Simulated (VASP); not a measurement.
```
Al35N35Si
1.0
    4.69327    -8.12898     0.00000
    4.69327     8.12898     0.00000
    0.00000     0.00000    10.01920
Al N Si
35 35 1
Cartesian
  1.56849  -0.88660   2.49689
  1.55684   0.89503   9.95758
  1.56540  -0.92199   7.52083
  1.49819   0.97877   5.04627
  3.10781   1.79551   2.35058
  3.13140   3.61474   9.96704
  3.12674   1.81142   7.45175
  3.03114   3.64276   5.07613
  4.67612   4.49560   2.49948
  4.69859   6.31826   0.01899
  4.71302   4.52901   7.53255
  4.69826   6.31873   5.00691
  3.12461  -3.61233   2.51054
  3.12826  -1.81000   0.00769
  3.12917  -3.61404   7.52064
  3.11526  -1.78499   5.02145
  4.69422  -0.88168   2.48387
  4.70028   0.89739   9.97374
  4.70522  -0.94970   7.52837
  6.23730   1.79119   2.48127
  6.25984   3.61276   0.01139
  6.30322   1.81842   7.52803
  6.23084   3.61268   5.02315
  4.68607  -6.31913   2.47816
  4.68702  -4.51430   0.00468
  4.68686  -6.31231   7.52676
  4.67751  -4.50647   5.01010
  6.25081  -3.61684   2.48380
  6.26022  -1.80606   0.01036
  6.24364  -3.60936   7.53941
  6.29176  -1.80411   5.02704
  7.82564  -0.90777   2.49962
  7.82136   0.89896   0.00489
  7.83536  -0.91092   7.53147
  7.83713   0.87126   5.02369
  1.58452  -0.83790   4.42489
  1.53131   0.89153   1.84878
  1.56591  -0.92129   9.42745
  1.55442   0.88915   6.95057
  3.11972   3.62134   1.86678
  3.13992   1.79624   9.38038
  3.13617   3.64112   6.97552
  4.64216   4.46124   4.42753
  4.70021   6.31207   1.94086
  4.70814   4.52086   9.43825
  4.70055   6.31913   6.91671
  3.10083  -3.59760   4.42964
  3.13676  -1.80004   1.93818
  3.12522  -3.61224   9.43810
  3.13548  -1.80670   6.92311
  4.72440  -0.82911   4.46330
  4.69994   0.89591   1.85914
  4.69381  -0.91261   9.42223
  4.75382   0.86768   6.87465
  6.20766   1.74230   4.45942
  6.25476   3.59997   1.94025
  6.26353   1.80910   9.42154
  6.25987   3.60747   6.92563
  4.63566  -6.30713   4.39585
  4.68369  -4.51324   1.91724
  4.68091  -6.31574   9.42685
  4.69141  -4.51318   6.92530
  6.21800  -3.57180   4.40086
  6.25124  -1.79967   1.92795
  6.24603  -3.60841   9.43879
  6.27201  -1.81267   6.92977
  7.83409  -0.91101   4.41987
  7.80761   0.90073   1.92341
  7.82816  -0.90840   9.44548
  7.83401   0.89381   6.92628
  4.79654   0.84556   5.07856
```
Cell charge +1.

Level of theory: HSE06 screened hybrid, VASP's PBE PAW potentials (set 64) (plane waves; VASP). Numerical set-up: PREC = Normal, LREAL = Auto, ISYM = 0, NELECT = 283.0, EDIFF = 1E-5, 400 eV cut-off, 1×1×1 Γ-centred mesh, Gaussian smearing of 0.050 eV, potentials Al N Si. Starting moments (MAGMOM): 71*0.0423. The cell's moment is fixed (NUPDOWN = 3).

The cell is charged, with a uniform compensating background. The supercell is sampled at Γ alone, which is coarse: total energies, pressure and levels can be off, energies of defects by several tenths of an eV.

### Question
What does the run give for the cell moment, energy per atom (σ→0)?

### Answer

- cell moment: 3.00 μB
- energy per atom (σ→0): -837.9 kJ/mol of atoms

### Question
Give the moment on each site (PAW-sphere projection).

### Answer

```tsv
site	moment (μB)
Al1	0.00
Al2	0.01
Al3	0.01
Al4	0.08
Al5	0.11
Al6	0.01
Al7	0.00
Al8	0.08
Al9	0.00
Al10	0.00
Al11	0.00
Al12	0.01
Al13	0.00
Al14	0.00
Al15	0.00
Al16	0.00
Al17	0.00
Al18	0.01
Al19	0.00
Al20	0.00
Al21	0.00
Al22	0.00
Al23	0.00
Al24	0.00
Al25	0.00
Al26	0.00
Al27	0.00
Al28	0.00
Al29	0.00
Al30	0.00
Al31	0.01
Al32	0.00
Al33	0.00
Al34	0.00
Al35	0.01
N36	0.00
N37	0.05
N38	0.00
N39	0.05
N40	0.04
N41	0.00
N42	0.05
N43	0.00
N44	0.00
N45	0.00
N46	0.00
N47	0.00
N48	0.00
N49	0.00
N50	0.00
N51	0.06
N52	0.04
N53	0.00
N54	0.08
N55	0.06
N56	0.00
N57	0.00
N58	0.00
N59	0.05
N60	0.00
N61	0.00
N62	0.00
N63	0.05
N64	0.00
N65	0.00
N66	0.00
N67	0.00
N68	0.00
N69	0.00
N70	0.00
Si71	0.25
```

The absolute energy has meaning only against runs of the same code, potentials and settings.

The cell is a supercell with a defect, built from AlN (wurtzite): Si_Al-vac_N, charge +1. The cell's shape comes from a PBE relaxation.
